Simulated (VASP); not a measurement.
An input for Quantum ESPRESSO's pw.x (written as the equivalent of a VASP run, and not itself run):

```
&CONTROL
  calculation = 'vc-relax'
  pseudo_dir = './pseudo'
  outdir = './out'
  tprnfor = .true.
  tstress = .true.
  nstep = 40
  forc_conv_thr = 0.00039
/
&SYSTEM
  ibrav = 0
  nat = 2
  ntyp = 2
  ecutwfc = 86
  occupations = 'smearing'
  smearing = 'gaussian'
  degauss = 0.003675
  input_dft = 'pbe'
/
&ELECTRONS
  conv_thr = 7.3e-09
  electron_maxstep = 100
/
&IONS
/
&CELL
  press = 20
/
ATOMIC_SPECIES
  Ca 40.078 Ca.upf
  Se 78.971 Se.upf
CELL_PARAMETERS angstrom
     0.0000000    2.9441267    2.9441267
     2.9441267    0.0000000    2.9441267
     2.9441267    2.9441267    0.0000000
ATOMIC_POSITIONS crystal
  Ca   0.0000000  0.0000000  0.0000000
  Se   0.5000000  0.5000000  0.5000000
K_POINTS automatic
  8 8 8 0 0 0
```

Write the VASP files for the same calculation (PBE).

Several could match; the one computed here: 
**POSCAR**
```
CaSe
1
    0.0000000000     2.9441267286     2.9441267286
    2.9441267286     0.0000000000     2.9441267286
    2.9441267286     2.9441267286     0.0000000000
Ca Se
1 1
Direct
  0.0000000000   0.0000000000   0.0000000000
  0.5000000000   0.5000000000   0.5000000000
```

### KPOINTS
```
Automatic mesh
0
gamma
  8 8 8
0 0 0
```

### INCAR
```
LREAL = .False.   ! projection in real space or not
LWAVE = .False.
PSTRESS = 20   ! kbar
NELM = 100
PREC = Accurate
ISIF = 3   ! ions, shape and volume
SYSTEM = CaSe
EDIFF = 1E-7
LMAXMIX = 4
LASPH = .True.
ALGO = Normal
SIGMA = 0.05   ! width (eV)
LCHARG = .False.
EDIFFG = -0.01
ENCUT = 480
GGA = PE
IBRION = 2
ISMEAR = 0   ! Gaussian
NSW = 40   ! most ionic steps
```

POTCAR, in this order: Ca_sv Se (PBE.64 set). Program: vasp_std.

The two are equivalent in intent, not identical: the potentials are each code's own (VASP's PAW set, PseudoDojo norm-conserving files in pw.x), so ENCUT and ecutwfc are chosen apart and not converted; conv_thr bounds pw.x's estimated SCF error, while EDIFF bounds the energy change between steps; forc_conv_thr acts on force components and is met together with etot_conv_thr.

The compound is CaSe in the rock salt structure. It was relaxed first under an external pressure of 2 GPa.
